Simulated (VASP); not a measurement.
Data:

```
BeS
1.0
    0.00000     2.47805     2.47805
    2.47805     0.00000     2.47805
    2.47805     2.47805     0.00000
Be S
1 1
Direct
  0.00000   0.00000   0.00000
  0.25000   0.25000   0.25000
```

All values below come from revPBE GGA, VASP's PBE PAW potentials (set 64) (plane waves; VASP). Run with 520 eV cut-off, 9×9×9 Γ-centred mesh, Gaussian smearing of 0.050 eV, potentials Be S.

Q: Predict the energy per atom (σ→0), pressure.

A: 
The energy per atom (σ→0) is -4.745 eV/atom. The pressure comes out as -2.47 GPa.

The absolute energy has meaning only against runs of the same code, potentials and settings.

The compound is BeS in the zinc blende structure. This cell is one point of a volume scan, at 1.03 of the reference volume.
